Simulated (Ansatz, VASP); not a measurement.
# Tc in two plane-wave programs

Wanted: the spread between two codes on one cell, functional and k mesh. Of the first pair: The structure shown is the end of the Ansatz relaxation below.

Calculated with Ansatz 0.2.0; plane waves, with VASP 6.6.1 beside it; single point at PBEsol and zone-centre phonons at PBEsol.

### Step 1. Set-up

It takes space group P6_3/mmc (No. 194, hexagonal). Conventional cell: a = 2.695 Å, b = 2.695 Å, c = 4.317 Å, α = 90.00°, β = 90.00°, γ = 120.00°. Nearest to Tc lie 12 Tc at 2.66 to 2.70 Å.

### Step 2. Ansatz: relaxation, PBEsol

Ansatz runs on its default PAW (the set named soft_2) files.

This run makes the geometry at which the two programs are then compared.

The input, input.yaml:

```yaml
crystal:
  lattice:
    - [2.6956960288, 0.0, 0.0]
    - [-1.3478480144, 2.3345412418, 0.0]
    - [0.0, 0.0, 4.3155817603]
  atoms:
    - { symbol: Tc, position: [0.3333333333, 0.6666666667, 0.25] }
    - { symbol: Tc, position: [0.6666666667, 0.3333333333, 0.75] }
kpoints:
  mp_grid: { grid: [18, 18, 12] }
hamiltonian:
  xc: pbesol
scf:
  occupations: { method: methfessel_paxton, width: 0.2 }
output:
  forces: true
  stress: true
  eigenvalues: true
relax:
  adjacent_minimum: "off"
  f_tol: 0.001
  max_steps: 60
  cell: { stress_tol: 0.01, fix: [volume] }
```

The run is started by

```
$ ansatz run input.yaml --threads 4 --pin off --max-ram 10240MiB --backend cpu --events-out ev --progress --plain --runs-dir out
```

Numbers of over 12 decimals in the logs are rounded to 6 here.

Output:

```text
Engine: ansatz 0.2.0, x86_64-unknown-linux-gnu
Pseudopotentials: kind: paw
Pseudopotential: Tc, paw, valence charge 15, recommended cutoff 500 eV (normal), Tc.paw.azcp
Functional definition: PBEsol
  exchange = pbesol_x
  correlation = pbesol_c
Crystal: 2 atoms, lattice volume = 27.159 Å³
Basis set: ecut = 500 eV, 687 PW (Γ), exchange–correlation on 40×40×64 points (8 copies of the dense FFT grid, shifted against one another)
Bands: 19, of which v1, the nominal top of the filled ones, is band 15 counted from 1 (14 counted from 0)
Symmetry: 24 space group operations
Space group: P63/mmc (ITA 194), of the structure as read, at distance tolerance 3.0e-5 Å
k-points: 259 of 3888
Non-local potential: Tc, projectors of the file, l = 0: 3, l = 1: 3, l = 2: 2, l = 3: 2
PAW form: soft (Blöchl's): semilocal exchange-correlation on the pseudo side does not see the compensation charge
PAW frozen core: Tc, regenerated for the run's functional, and the local potential with it (the file was generated under x = pbe(κ = 0.804, μ = 0.219515), c = pbe(β = 0.066725))
PAW one-centre angular grid: Tc, 590 points (default); XC on 64 Gauss nodes
Initial density: superposition of atomic densities (chi_scale 0.1, normalization cell)
Initial wavefunctions: pseudopotential atomic-orbital guess
Functional: x = pbesol(κ = 0.804, μ = 0.123457), c = pbesol(β = 0.046)
SCF iter   1: F=—  HF=-10675.711095 eV  |F-HF|=—  |Δ(HF+E_count)|=         —  Δρ=6.16e-2  dr2=9.68e-1  ethr=3.10e-3  ⟨swp⟩=4.9  Hψ=21190  notcnv=0
preconditioner: auto → none  [metal: Δε(μ)=0.007 eV  Ē_g=5.638 eV  σ=0.200 eV  W_gap=0.03  n_scr=8 (ndim 8)  ℏωp=26.7 eV  f_vac=0.000  D(μ)=1.70/eV (n_scr^D=22)  sad-step TF]
SCF iter   2: F=—  HF=-10675.440677 eV  |F-HF|=—  |Δ(HF+E_count)|=   2.70e-1  S|Δr|=    0.00e0  Δρ=3.19e-2  dr2=2.54e-1  ethr=3.10e-3  ⟨swp⟩=2.1  Hψ=8100  notcnv=0  defer=11
SCF iter   3: F=—  HF=-10675.347471 eV  |F-HF|=—  |Δ(HF+E_count)|=   9.32e-2  S|Δr|=    0.00e0  Δρ=2.38e-3  dr2=8.81e-4  ethr=8.46e-4  ⟨swp⟩=3.0  Hψ=9778  notcnv=0  defer=11
SCF iter   4: F=—  HF=-10675.347416 eV  |F-HF|=—  |Δ(HF+E_count)|=   5.58e-5  S|Δr|=    0.00e0  Δρ=2.68e-4  dr2=1.76e-5  ethr=2.94e-6  ⟨swp⟩=2.3  Hψ=8054  notcnv=0  defer=11
SCF iter   5: F=—  HF=-10675.347408 eV  |F-HF|=—  |Δ(HF+E_count)|=   7.30e-6  S|Δr|=    0.00e0  Δρ=4.37e-5  dr2=3.91e-7  ethr=5.88e-8  ⟨swp⟩=2.4  Hψ=7731  notcnv=0  defer=11
SCF iter   6: F=-10675.347408 eV  HF=-10675.347408 eV  |F-HF|=8.22e-10  |Δ(HF+E_count)|=   1.09e-7  S|Δr|=    0.00e0  Δρ=7.02e-6  dr2=7.58e-9  ethr=3.33e-10  ⟨swp⟩=5.4  Hψ=19807  notcnv=0
SCF 1 converged in 6 iterations: F = -10675.347408 eV  dr2 = 7.58e-9
  greatest PAW one-centre occupation: 0.990 electrons in one spin orbital (limit 2), on the Tc atom at site 1 (counted from 0), in its partial waves of l = 0
relax step   1: F+E_penalty+E_count = -10675.34740814 eV  Δ(F+E_penalty+E_count) = +0.000e0 eV  max|allowed force component| = 1.388e-17 eV/Å  Δτ_max = 0.0000 Å  P = +10.670 GPa  Ω = 27.159 Å³  fix = [volume]  reactions: volume +10.670 GPa  (6 SCF iters, dr2 threshold 1.00e-7 eV, accepted)
[...]
relax step   2: F+E_penalty+E_count = -10675.34741008 eV  Δ(F+E_penalty+E_count) = -1.942e-6 eV  max|allowed force component| = 1.388e-17 eV/Å  Δτ_max = 0.0000 Å  P = +10.669 GPa  Ω = 27.159 Å³  energy of the carried Pulay correction = +2.864e-8 eV  fix = [volume]  reactions: volume +10.669 GPa  (3 SCF iters, dr2 threshold 2.36e-8 eV, accepted)
[...]
relax step   3: F+E_penalty+E_count = -10675.34741094 eV  Δ(F+E_penalty+E_count) = -8.550e-7 eV  max|allowed force component| = 3.469e-17 eV/Å  Δτ_max = 0.0000 Å  P = +10.670 GPa  Ω = 27.159 Å³  energy of the carried Pulay correction = +1.837e-8 eV  fix = [volume]  reactions: volume +10.670 GPa  (2 SCF iters, dr2 threshold 7.37e-9 eV, accepted)
[...]
relax step   4: F+E_penalty+E_count = -10675.34741079 eV  Δ(F+E_penalty+E_count) = +1.523e-7 eV  max|allowed force component| = 3.585e-17 eV/Å  Δτ_max = 0.0000 Å  P = +10.670 GPa  Ω = 27.159 Å³  fix = [volume]  reactions: volume +10.670 GPa  stress off target by 2.32e-4 GPa on what of the cell is left free  SCF on the basis re-selected at this cell (its energy is not comparable with the rows above)  (4 SCF iters)
basis re-selected at this cell: Δ(F+E_penalty+E_count) = +1.523e-7 eV, ΔP = -0.000 GPa vs the last step (what re-selecting the basis moved, of the pressure what is left beyond the Pulay correction that the steps carried, after the strain that the cell walked since its last selection, with what the two solves' SCF thresholds leave and, on support functions, any second-order correction that the steps lacked; it is no m [...]
SCF converged after 4 iterations
Stability not checked: this state was not tested for a lower state beside it, because cold or Methfessel-Paxton smearing, or corrected tetrahedra, fill the levels in a way that the test cannot read (fill_not_monotonic; see scf.lower_state_search)
Free energy (F): -10675.347411 eV
Harris-Foulkes:  -10675.347411 eV  (|F-HF|=1.82e-12)
Internal energy: -10675.350414 eV  (E = F + TS)
E sigma→0 (E₀):  -10675.348162 eV
Entropy (-TS):   0.003003 eV (1.502 meV/atom)
Fermi energy:    23.634213 eV
--- Per-component energies (eV) ---
  E_band       = -59.838683
  E_kinetic    = 1251.173650
  E_local      = -2277.269206  (includes V_loc(G=0)·N_el)
  E_nonlocal   = 577.632626
  E_hartree    = 611.628514
  E_xc         = -477.604091
  E_vxc        = -590.513655  (∫ρ·V_xc dr)
  E_paw        = -6439.407453  (= ΣΔE_a)
  E_vpaw       = -244.119090  (= ΣTr[D̂ρ^β])
  E_aug_tail   = -0.000027  (compensation charges beyond the density's cutoff)
  E_ewald      = -3921.958117
  E_core_change = 0.453689  (= ΣΔE_core)
  E_smearing   = 0.003003  (= −TS)
  E_closure    = -0.000000  (closes the sum)
  Σ components = -10675.347411   (vs F -10675.347411, Δ=0.00e0)
--- Forces (eV/Å), atoms counted from 1 ---
  atom   1  Tc     0.00000000     0.00000000     0.00000000
  atom   2  Tc    -0.00000000    -0.00000000    -0.00000000
  max |Σ_I F_I| component: 4.63e-18 eV/Å
--- Stress (GPa, compression-positive) ---
       10.669431       0.000000      -0.000000
        0.000000      10.669431      -0.000000
       -0.000000      -0.000000      10.669778
  P = ⅓ Tr σ = 10.6695 GPa (106.695 kbar)
--- Band table (eV; the first three rows and the last of 259) ---
  k-point 0: bands = [... 11 lower, 21.9498, 22.0459, 22.7395, 22.7395, 23.4873, 23.4873, 25.4698, 26.3811]
  k-point 1: bands = [... 11 lower, 21.9031, 22.0006, 22.6876, 22.6876, 23.6046, 23.6046, 25.2279, 26.3910]
  k-point 2: bands = [... 11 lower, 21.8054, 21.8753, 22.5471, 22.5471, 23.9095, 23.9095, 24.5937, 26.4015]
  k-point 258: bands = [... 11 lower, 20.1214, 21.7823, 21.7823, 23.5215, 23.5215, 26.4593, 26.4593, 33.5621]
--- Relaxed structure (3 steps of the walk, 3 accepted, 1 SCFs on fresh bases) ---
  F+E_penalty+E_count = -10675.34741079 eV   max|allowed force component| = 3.585e-17 eV/Å   (the final SCF, on the basis selected at the relaxed cell)
  cell:  # Å, volume = 27.1589 Å³
    - [2.695394, 0.0, 0.0]
    - [-1.347697, 2.334280, 0.0]
    - [0.0, 0.0, 4.316548]
  atoms:
    - { symbol: Tc, position: [0.333333, 0.666667, 0.25] }
    - { symbol: Tc, position: [0.666667, 0.333333, 0.75] }
```

### Step 3. VASP: single point, PBEsol, pair 1

The same cell, functional, mesh and smearing now go to VASP, with its own data sets.

Lines of VASP's logs that name or quote its potential files are left out, and so is its time.

The input, INCAR:

```
SYSTEM = Tc
PREC = Accurate
ENCUT = 500
EDIFF = 1E-06
NELM = 120
ISMEAR = 1
SIGMA = 0.2
LREAL = .FALSE.
ALGO = Normal
GGA = PS
NBANDS = 19
LASPH = .TRUE.
LORBIT = 11
LWAVE = .FALSE.
LCHARG = .FALSE.
ISIF = 2
GGA_COMPAT = .FALSE.
KPAR = 2
```

The input, POSCAR:

```
Tc
1.0
    2.6953941836      0.0000000000      0.0000000000
   -1.3476970918      2.3342798362      0.0000000000
    0.0000000000      0.0000000000      4.3165483799
Tc
2
Direct
    0.3333333333      0.6666666667      0.2500000000
    0.6666666667      0.3333333333      0.7500000000
```

The input, KPOINTS:

```
Automatic mesh
0
Gamma
18 18 12
0 0 0
```

Potentials, in the order of the species: Tc_pv (PBE family, release 64).

The run is started by

```
$ mpirun -np 2 vasp_std
```

Output:

```text
[banner, memory and clock lines left out]
running    2 mpi-ranks, on    1 nodes
 distrk:  each k-point on    1 cores,    2 groups
 distr:  one band on    1 cores,    1 groups

 POSCAR found type information on POSCAR Tc
 POSCAR found :  1 types and       2 ions
|                                                                             |
|               ----> ADVICE to this user running VASP <----                  |
|                                                                             |
|     You enforced a specific xc type in the INCAR file but a different       |
|     [... a line on the potential file left out ...]
|     I HOPE YOU KNOW WHAT YOU ARE DOING!                                     |
|                                                                             |

 LDA part: xc-table for (Slater+PW92), standard interpolation
 POSCAR, INCAR and KPOINTS ok, starting setup
 FFT: planning ... GRIDC
 FFT: planning ... GRID_SOFT
 FFT: planning ... GRID
 WAVECAR not read
 entering main loop
       N       E                     dE             d eps       ncg     rms          rms(c)
DAV:   1     0.306229330152E+03    0.30623E+03   -0.16202E+04  9874   0.141E+03
DAV:   2    -0.165019827487E+02   -0.32273E+03   -0.31669E+03 10431   0.423E+02
DAV:   3    -0.240697666070E+02   -0.75678E+01   -0.75178E+01 10808   0.764E+01
DAV:   4    -0.241166440272E+02   -0.46877E-01   -0.46866E-01 10784   0.659E+00
DAV:   5    -0.241170752938E+02   -0.43127E-03   -0.43126E-03 10738   0.618E-01    0.275E+01
DAV:   6    -0.227080946520E+02    0.14090E+01   -0.27489E+00 10616   0.161E+01    0.900E+00
DAV:   7    -0.225215745641E+02    0.18652E+00   -0.52818E-01 10943   0.660E+00    0.103E+00
DAV:   8    -0.225092287222E+02    0.12346E-01   -0.11269E-02 10343   0.111E+00    0.120E-01
DAV:   9    -0.225093154658E+02   -0.86744E-04   -0.16022E-04 11046   0.115E-01    0.272E-02
DAV:  10    -0.225093187215E+02   -0.32557E-05   -0.96503E-06 10589   0.268E-02    0.708E-03
DAV:  11    -0.225093188167E+02   -0.95213E-07   -0.28030E-07  6349   0.497E-03
   1 F= -.22509319E+02 E0= -.22510317E+02  d E =0.299410E-02
```

From OUTCAR (step 3):

```text
ion  position               nearest neighbor table
   1  0.333  0.667  0.250-   2 2.66   2 2.66   2 2.66   2 2.66   2 2.66   2 2.66
   2  0.667  0.333  0.750-   1 2.66   1 2.66   1 2.66   1 2.66   1 2.66   1 2.66

  LATTYP: Found a hexagonal cell.
 ALAT       =     2.6953941836
 C/A-ratio  =     1.6014534743

 Subroutine GETGRP returns: Found 24 space group operations
 (whereof 12 operations were pure point group operations)

The static configuration has the point symmetry D_3d.
 The point group associated with its full space group is D_6h.

 Found    259 irreducible k-points:

   k-points           NKPTS =    259   k-points in BZ     NKDIM =    259   number of bands    NBANDS=     19

   dimension x,y,z NGX =    20 NGY =   20 NGZ =   32
   dimension x,y,z NGXF=    40 NGYF=   40 NGZF=   64

   ENCUT  =  500.0 eV  36.75 Ry    6.06 a.u.   4.91  4.91  7.87*2*pi/ulx,y,z

   NELECT =      26.0000    total number of electrons

 k-points in reciprocal lattice and weights: Automatic mesh
   0.00000000  0.00000000  0.00000000       0.000
   0.05555556  0.00000000  0.00000000       0.002
   0.11111111  0.00000000  0.00000000       0.002
   0.16666667  0.00000000  0.00000000       0.002
   0.22222222  0.00000000  0.00000000       0.002
   0.27777778  0.00000000  0.00000000       0.002
   0.33333333  0.00000000  0.00000000       0.002
   0.38888889  0.00000000  0.00000000       0.002
   0.44444444  0.00000000  0.00000000       0.002
[...]
0.33333333  0.27777778  0.50000000       0.003
   0.33333333  0.33333333  0.50000000       0.001

 average (electrostatic) potential at core
       1 -65.9734       2 -65.9734

 E-fermi :  13.4133

 k-point     1 :       0.0000    0.0000    0.0000
  band No.  band energies     occupation
    ...
     11      11.8283      2.00000
     12      12.5210      2.00000
     13      12.5210      2.00000
     14      13.2678      1.93821
     15      13.2678      1.93821
     16      15.2446     -0.00000
     17      16.1587     -0.00000
     18      16.1587     -0.00000
     19      25.1972      0.00000

 k-point     2 :       0.0556    0.0000    0.0000
  band No.  band energies     occupation
    ...
     11      12.1015      2.00000
     12      12.4516      2.00000
     13      12.6212      2.00000
     14      13.1167      2.05681
     15      13.1794      2.06991
     16      14.4379     -0.00000
     17      16.2170     -0.00000
     18      17.1370     -0.00000
     19      25.1869      0.00000

 k-point     3 :       0.1111    0.0000    0.0000
  band No.  band energies     occupation
    ...
     11      12.2226      2.00000
     12      12.4871      2.00000
     13      12.5317      2.00000
     14      12.9170      2.00251
     15      12.9460      2.00466
     16      13.6955     -0.06271
     17      16.3633     -0.00000
     18      18.5360      0.00000
     19      25.1336      0.00000

  Total        1.6664930      1.6664930      1.6637958     -0.0000000      0.0000000     -0.0000000
  in kB       98.3110346     98.3110346     98.1519161     -0.0000000      0.0000000     -0.0000000
  external PRESSURE =      98.2579951 kB  Pullay stress =       0.0000000 kB

  energy-cutoff  :      500.00
  volume of cell :       27.16
      direct lattice vectors                 reciprocal lattice vectors
     2.695394184  0.000000000  0.000000000     0.371003249  0.214198826  0.000000000
    -1.347697092  2.334279836  0.000000000     0.000000000  0.428397652  0.000000000
     0.000000000  0.000000000  4.316548380     0.000000000  0.000000000  0.231666580

 POSITION                                       TOTAL-FORCE (eV/Angst)
 -----------------------------------------------------------------------------------
     -0.00000      1.55619      1.07914         0.000000      0.000000      0.000000
      1.34770      0.77809      3.23741        -0.000000     -0.000000      0.000000
 -----------------------------------------------------------------------------------
    total drift:                               -0.000000      0.000000     -0.000000

  FREE ENERGIE OF THE ION-ELECTRON SYSTEM (eV)
  ---------------------------------------------------
  free  energy   TOTEN  =       -22.5093188167 eV

  energy  without entropy=      -22.5123129131  energy(sigma->0) =      -22.51031685

 total charge
# of ion       s       p       d       tot
------------------------------------------
    1        0.504   6.539   5.214  12.257
    2        0.504   6.539   5.214  12.257
--------------------------------------------------
tot          1.007  13.078  10.428  24.513

[... 3 further parts left out ...]
```

The run ends at a pressure of 9.83 GPa.

### Step 4. Comparison

Known differences besides the potentials themselves: the data sets hold 30 valence electrons in Ansatz (on its default PAW (the set named soft_2) files) and 26 in VASP; Ansatz makes its cores anew for this functional, VASP keeps those of its PBE data sets; Ansatz's pressure holds a Pulay correction, VASP's none. Total energies have different zeros and are not compared.

Compared:

```tsv
quantity	Ansatz	VASP	difference
pressure (GPa)	10.67	9.83	+0.84
```

### Step 5. Ansatz: relaxation, PBEsol

This run makes the geometry at which the two programs are then compared. The cell compared in this pair holds 28.84 Å³, against 27.16 Å³ for the pair before.

The structure compared here is the end of the Ansatz relaxation.

input.yaml: that of step 2 with these lines changed.

```diff
@@ -2,5 +2,5 @@
   lattice:
-    - [2.6956960288, 0.0, 0.0]
-    - [-1.3478480144, 2.3345412418, 0.0]
-    - [0.0, 0.0, 4.3155817603]
+    - [2.7501692107, 0.0, 0.0]
+    - [-1.3750846054, 2.3817164012, 0.0]
+    - [0.0, 0.0, 4.4027887258]
   atoms:
```

The run is started by

```
$ ansatz run input.yaml --threads 4 --pin off --max-ram 10240MiB --backend cpu --events-out ev --progress --plain --runs-dir out
```

Output:

```text
[...]
Crystal: 2 atoms, lattice volume = 28.839 Å³
Basis set: ecut = 500 eV, 713 PW (Γ), exchange–correlation on 48×48×72 points (8 copies of the dense FFT grid, shifted against one another)
Bands: 19, of which v1, the nominal top of the filled ones, is band 15 counted from 1 (14 counted from 0)
Symmetry: 24 space group operations
[...]
k-points: 259 of 3888
[...]
k-point 258: bands = [... 11 lower, 18.7557, 20.2454, 20.2454, 21.9264, 21.9264, 24.6045, 24.6045, 31.2590]
--- Relaxed structure (3 steps of the walk, 3 accepted, 1 SCFs on fresh bases) ---
[...]
cell:  # Å, volume = 28.8388 Å³
    - [2.750577, 2.887183647165062e-11, 0.0]
    - [-1.375288, 2.382069, 0.0]
    - [0.0, 0.0, 4.401484]
  atoms:
    - { symbol: Tc, position: [0.333333, 0.666667, 0.250000] }
    - { symbol: Tc, position: [0.666667, 0.333333, 0.750000] }
[key lines of the parts left out:]
SCF converged after 4 iterations
Free energy (F): -10675.350205 eV
Fermi energy:    21.999343 eV
P = ⅓ Tr σ = -9.0606 GPa (-90.606 kbar)
```

### Step 6. VASP: single point, PBEsol, pair 2

The same cell, functional, mesh and smearing now go to VASP, with its own data sets.

INCAR is that of step 3.

The input, POSCAR:

```
Tc
1.0
    2.7505768462      0.0000000000      0.0000000000
   -1.3752884231      2.3820694239      0.0000000000
    0.0000000000      0.0000000000      4.4014838359
Tc
2
Direct
    0.3333333333      0.6666666667      0.2500000000
    0.6666666667      0.3333333333      0.7500000000
```

KPOINTS is that of step 3.

The run is started by

```
$ mpirun -np 2 vasp_std
```

Output:

```text
[banner, memory and clock lines left out]
running    2 mpi-ranks, on    1 nodes
[...]
[... a notice as in an earlier step ...]

 LDA part: xc-table for (Slater+PW92), standard interpolation
 POSCAR, INCAR and KPOINTS ok, starting setup
[...]
entering main loop
       N       E                     dE             d eps       ncg     rms          rms(c)
DAV:   1     0.305500636226E+03    0.30550E+03   -0.16261E+04  9914   0.140E+03
DAV:   2    -0.166254761343E+02   -0.32213E+03   -0.31605E+03 10473   0.417E+02
DAV:   3    -0.241651757773E+02   -0.75397E+01   -0.74689E+01 10962   0.754E+01
DAV:   4    -0.242128902536E+02   -0.47714E-01   -0.47700E-01 10745   0.656E+00
[...]
DAV:   9    -0.225070485889E+02    0.18901E-04   -0.26415E-04 11163   0.152E-01    0.266E-02
DAV:  10    -0.225070551415E+02   -0.65526E-05   -0.15186E-05 10627   0.312E-02    0.107E-02
DAV:  11    -0.225070550818E+02    0.59714E-07   -0.84073E-07  6376   0.888E-03
   1 F= -.22507055E+02 E0= -.22507939E+02  d E =0.265131E-02
```

Parts of OUTCAR (step 6):

```text
  Total       -1.7675415     -1.7675415     -1.7733758      0.0000000      0.0000000      0.0000000
  in kB      -98.1980549    -98.1980549    -98.5221888      0.0000000      0.0000000      0.0000000
  external PRESSURE =     -98.3060995 kB  Pullay stress =       0.0000000 kB

 POSITION                                       TOTAL-FORCE (eV/Angst)
 -----------------------------------------------------------------------------------
     -0.00000      1.58805      1.10037         0.000000     -0.000000      0.000000
      1.37529      0.79402      3.30111        -0.000000      0.000000      0.000000
 -----------------------------------------------------------------------------------
    total drift:                                0.000000     -0.000000      0.000000

  FREE ENERGIE OF THE ION-ELECTRON SYSTEM (eV)
  ---------------------------------------------------
  free  energy   TOTEN  =       -22.5070550818 eV

  energy  without entropy=      -22.5097063871  energy(sigma->0) =      -22.50793885

[... 1 part as in an earlier step ...]

[... 2 further parts left out ...]
[key lines of the parts left out:]
E-fermi :  12.3638
```

The run ends at a pressure of -9.83 GPa.

### Step 7. Side by side

What differs besides the data sets and the points named for the pairs above, as far as they apply: the data sets hold 30 valence electrons in Ansatz (on its default PAW (the set named soft_2) files) and 26 in VASP. Total energies have different zeros and are not compared.

The two programs side by side:

```tsv
quantity	Ansatz	VASP	difference
pressure (GPa)	-9.06	-9.83	+0.77
```

[end of part 1 of 2]

[Lines on the potential files, build, host, timing and source positions are cut from VASP's logs without a mark.]

[Logs are printed without paths, hosts, clocks, repeated set-up lines and the standing remarks that a program may print on its own settings, such as how far it seeks lower states.]

[Hosts, paths, dates, database ids (printed as entryN), source tags and the programs' standing remarks are cut or masked in the printed files.]
